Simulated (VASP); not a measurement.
Here is the system:

```yaml
crystal:
  lattice:
    - [2.10281, -3.64218, 0.00000]
    - [2.10281, 3.64218, 0.00000]
    - [0.00000, 0.00000, 7.70160]
  atoms:
    - { symbol: Mg, position: [0.00000, 0.00000, 0.00000] }
    - { symbol: I, position: [0.33333, 0.66667, 0.21726] }
    - { symbol: I, position: [0.66667, 0.33333, 0.78274] }
```

These are PW91 GGA, VASP's PBE PAW potentials (set 64) (plane waves; VASP) values and carry that method's errors. Run with 520 eV cut-off, 7×7×4 Γ-centred mesh, tetrahedra with Blöchl corrections, potentials Mg I.

Without a dispersion term in the relaxation, distances and binding between the weakly bound layers, chains or molecules are unreliable, and so is what depends on them.

Question: Predict the energy per atom (σ→0).

Answer: 
- energy per atom (σ→0): -251.4 kJ/mol of atoms

Total energies compare only between runs with the same potentials, cut-off and functional.

The compound is MgI2 in the 1T layered structure. It was relaxed first, which changed the volume by +15 %.
